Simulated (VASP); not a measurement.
VASP ran on this input.

INCAR:
```
SYSTEM = HfS2
PREC = Accurate
ENCUT = 520
EDIFF = 1E-7
NELM = 100
ALGO = Normal
LREAL = .FALSE.
LASPH = .TRUE.
ISMEAR = 0
SIGMA = 0.05
GGA = RP
LMAXMIX = 6
LWAVE = .FALSE.
LCHARG = .FALSE.
ISIF = 4
IBRION = 2
NSW = 30
EDIFFG = -0.01
```

KPOINTS:
```
Automatic mesh
0
Gamma
 7 7 3
0 0 0
```

**POSCAR**
```
HfS2
1.0
  1.8221002343  -3.1559699617   0.0000000000
  1.8221002343   3.1559699617   0.0000000000
  0.0000000000   0.0000000000   7.1706328072
Hf S
1 2
Direct
  0.0000000000   0.0000000000   1.0000000000
  0.3333330000   0.6666670000   0.1992816783
  0.6666670000   0.3333330000   0.8007183217
```

POTCAR, in this order: Hf_pv S (PBE.64 set). Program: vasp_std.

Q: Write an equivalent input for Quantum ESPRESSO's pw.x.

A: One equivalent input (not run):
```
&CONTROL
  calculation = 'vc-relax'
  pseudo_dir = './pseudo'
  outdir = './out'
  tprnfor = .true.
  tstress = .true.
  nstep = 30
  forc_conv_thr = 0.00039
/
&SYSTEM
  ibrav = 0
  nat = 3
  ntyp = 2
  ecutwfc = 58
  occupations = 'smearing'
  smearing = 'gaussian'
  degauss = 0.003675
  input_dft = 'rpbe'
/
&ELECTRONS
  conv_thr = 7.3e-09
  electron_maxstep = 100
/
&IONS
/
&CELL
  cell_dofree = 'shape'
/
ATOMIC_SPECIES
  Hf 178.490 Hf.upf
  S 32.060 S.upf
CELL_PARAMETERS angstrom
     1.8221002   -3.1559700    0.0000000
     1.8221002    3.1559700    0.0000000
     0.0000000    0.0000000    7.1706328
ATOMIC_POSITIONS crystal
  Hf   0.0000000  0.0000000  1.0000000
  S    0.3333330  0.6666670  0.1992817
  S    0.6666670  0.3333330  0.8007183
K_POINTS automatic
  7 7 3 0 0 0
```
Limits of the translation: the potentials are each code's own (VASP's PAW set, PseudoDojo norm-conserving files in pw.x), so ENCUT and ecutwfc are chosen apart and not converted; conv_thr bounds pw.x's estimated SCF error, while EDIFF bounds the energy change between steps; forc_conv_thr acts on force components and is met together with etot_conv_thr.

The compound is HfS2 in the 1T layered structure. This cell is one point of a volume scan, at 0.97 of the reference volume. Symmetry was kept, so distortions that lower it aren't found.
